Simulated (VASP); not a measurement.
Elastic constants (GPa) of a crystal from PBE GGA with D3 dispersion (Becke-Johnson damping), VASP's PBE PAW potentials (set 64) run with VASP:

|  | xx | yy | zz | yz | xz | xy |
|---|---|---|---|---|---|---|
| xx | 385.0 | 137.2 | 105.6 | 0.0 | 0.0 | 0.0 |
| yy | 137.2 | 385.0 | 105.6 | 0.0 | 0.0 | 0.0 |
| zz | 105.6 | 105.6 | 360.1 | 0.0 | 0.0 | 0.0 |
| yz | 0.0 | 0.0 | 0.0 | 113.6 | 0.0 | 0.0 |
| xz | 0.0 | 0.0 | 0.0 | 0.0 | 113.6 | 0.0 |
| xy | 0.0 | 0.0 | 0.0 | 0.0 | 0.0 | 123.9 |

Q: Work out the Voigt, Reuss and Hill moduli, Young's modulus and Poisson's ratio.

A: All eigenvalues are positive (smallest 113.6 GPa), so the crystal is stable. K_V = (C11+C22+C33+2(C12+C13+C23))/9 = (1130.1 + 2×348.4)/9 = 203.0 GPa; G_V = (1130.1 − 348.4 + 3×351.1)/15 = 122.3 GPa. From the compliances, K_R = 202.1 GPa and G_R = 121.7 GPa. Hill: K = 202.6 GPa, G = 122.0 GPa, E = 9KG/(3K+G) = 304.8 GPa, ν = (3K−2G)/(2(3K+G)) = 0.249. K/G = 1.66, below Pugh's 1.75; universal anisotropy A^U = 0.03.

Q: With a density of 3.27 g/cm³, what are the mean sound speeds?

A: v_l = √((K+4G/3)/ρ) = 10.57 km/s and v_t = √(G/ρ) = 6.11 km/s. The crystal is AlN (space group P6_3mc), hexagonal.

The structure comes from a measured AlN entry (P6_3mc) of the Crystallography Open Database, whose conditions weren't checked. It was relaxed first.
